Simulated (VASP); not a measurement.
Here is the system:

```
CELL_PARAMETERS angstrom
      0.00000     3.04480     3.04480
      3.04480     0.00000     3.04480
      3.04480     3.04480     0.00000
ATOMIC_POSITIONS crystal
  Zr 0.00000 0.00000 0.00000
  Si 0.25000 0.25000 0.25000
```

Method: PBE GGA, VASP's PBE PAW potentials (set 64) (plane waves; VASP). Run with 400 eV cut-off, 8×8×8 Γ-centred mesh, tetrahedra with Blöchl corrections, potentials Zr_sv Si.

### Question
Predict the energy per atom (σ→0).

### Answer

| Quantity | Value |
|---|---|
| energy per atom (σ→0) | -6.567 eV/atom |

The structure was generated: ZrSi was put into the zinc blende type (F-43m), which need not be its known phase. It was relaxed first, which changed the volume by -22 %.
